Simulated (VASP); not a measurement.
A VASP calculation is set up with these files.

**POSCAR**
```
BeTe
1
    0.0000000000     2.8899524858     2.8899524858
    2.8899524858     0.0000000000     2.8899524858
    2.8899524858     2.8899524858     0.0000000000
Be Te
1 1
Direct
  0.0000000000   0.0000000000   0.0000000000
  0.2500000000   0.2500000000   0.2500000000
```

**INCAR**
```
LCHARG = .False.
EDIFF = 1E-7   ! SCF stop (eV)
LMAXMIX = 4   ! l cut-off of mixed one-centre charges
LREAL = .False.
GGA = PE   ! PBE
SYSTEM = BeTe
LASPH = .True.
ISIF = 2   ! forces and stress, cell fixed
ENCUT = 520
NELM = 100   ! most electronic steps
LWAVE = .False.
PREC = Accurate
ISMEAR = 0   ! Gaussian
ALGO = Normal
SIGMA = 0.05   ! width (eV)
```

KPOINTS:
```
kpoints
0
gamma
8 8 8
0 0 0
```

POTCAR, in this order: Be Te (PBE.64 set). Program: vasp_std.

Q: Write an equivalent input for Quantum ESPRESSO's pw.x.

A: One equivalent input (not run):
```
&CONTROL
  calculation = 'scf'
  pseudo_dir = './pseudo'
  outdir = './out'
  tprnfor = .true.
  tstress = .true.
/
&SYSTEM
  ibrav = 0
  nat = 2
  ntyp = 2
  ecutwfc = 88
  occupations = 'smearing'
  smearing = 'gaussian'
  degauss = 0.003675
  input_dft = 'pbe'
/
&ELECTRONS
  conv_thr = 7.3e-09
  electron_maxstep = 100
/
ATOMIC_SPECIES
  Be 9.012 Be.upf
  Te 127.600 Te.upf
CELL_PARAMETERS angstrom
     0.0000000    2.8899525    2.8899525
     2.8899525    0.0000000    2.8899525
     2.8899525    2.8899525    0.0000000
ATOMIC_POSITIONS crystal
  Be   0.0000000  0.0000000  0.0000000
  Te   0.2500000  0.2500000  0.2500000
K_POINTS automatic
  8 8 8 0 0 0
```
Limits of the translation: the potentials are each code's own (VASP's PAW set, PseudoDojo norm-conserving files in pw.x), so ENCUT and ecutwfc are chosen apart and not converted; conv_thr bounds pw.x's estimated SCF error, while EDIFF bounds the energy change between steps.

The compound is BeTe in the zinc blende structure. This cell is one point of a volume scan, at 1.06 of the reference volume.
